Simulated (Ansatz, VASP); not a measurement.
## One calculation of BC7, two programs

Contents of INCAR:

```
SYSTEM = BC7
  PREC = Accurate
  ENCUT = 600
  EDIFF = 1E-7
  ISMEAR = 0
  SIGMA = 0.1
  LREAL = .FALSE.
  LASPH = .TRUE.
  NELM = 100
  ALGO = Normal
  ISIF = 3
  LWAVE = .FALSE.
  LCHARG = .FALSE.
  GGA = PS
  IBRION = 2
  NSW = 100
  EDIFFG = -0.005
```

KPOINTS

```
regular mesh
0
G
  10 10 10
  0 0 0
```

Contents of POSCAR:

```
BC7
1.0
    3.6201530000      0.0000000000      0.0000000000
    0.0000000000      3.6201530000      0.0000000000
    0.0000000000      0.0000000000      3.6201530000
B C
1 7
Direct
    0.0000000000      0.0000000000      0.0000000000
    0.0000000000      0.5000000000      0.5000000000
    0.5000000000      0.5000000000      0.0000000000
    0.5000000000      0.0000000000      0.5000000000
    0.7452210000      0.7452210000      0.2547790000
    0.7452210000      0.2547790000      0.7452210000
    0.2547790000      0.7452210000      0.7452210000
    0.2547790000      0.2547790000      0.2547790000
```

Input for Ansatz:

```yaml
crystal:
  lattice:
    - [3.620153, 0.0, 0.0]
    - [0.0, 3.620153, 0.0]
    - [0.0, 0.0, 3.620153]
  atoms:
    - { symbol: B, position: [0.0, 0.0, 0.0] }
    - { symbol: C, position: [0.0, 0.5, 0.5] }
    - { symbol: C, position: [0.5, 0.5, 0.0] }
    - { symbol: C, position: [0.5, 0.0, 0.5] }
    - { symbol: C, position: [0.745221, 0.745221, 0.254779] }
    - { symbol: C, position: [0.745221, 0.254779, 0.745221] }
    - { symbol: C, position: [0.254779, 0.745221, 0.745221] }
    - { symbol: C, position: [0.254779, 0.254779, 0.254779] }
basis:
  ecutwfc: 420
kpoints:
  mp_grid: { grid: [10, 10, 10] }
hamiltonian:
  xc: pbesol
scf:
  occupations: { method: gaussian, width: 0.1 }
output:
  forces: true
  stress: true
  eigenvalues: true
relax:
  adjacent_minimum: "off"
  f_tol: 0.005
  max_steps: 80
  cell: { stress_tol: 0.05 }
```

The cell comes from a database or a generator and needn't be the stable form of this composition.

Alike in both runs: task relaxation of cell and atoms; functional PBEsol; k mesh 10 × 10 × 10; occupations gaussian, width 0.1 eV; no spin polarisation.

```csv
,VASP,Ansatz
version,VASP 6.6.1,Ansatz 0.2.0
potentials or method,"VASP PAW PBE potentials, release 64 (B, C)","scalar-relativistic, plane waves, PAW"
plane-wave cutoff (eV),600,420
valence electrons in the cell,31,31
```

```csv
,VASP,Ansatz,Ansatz less VASP
"gap on the k mesh at the Fermi level, each at its own relaxed structure (eV)",none,none,-
relaxed volume (Å³/atom),5.84,5.84,-0.006
relaxed cell length with the largest relative difference (Å),3.602,3.601,-0.0012
energy change over the relaxation (meV/atom),-2,-2,-0.2
```

A gap of «none» marks a metal or a gap that the smearing closes.

Caveats: the PAW data sets were made with another functional, which shifts forces and pressure a little (VASP).
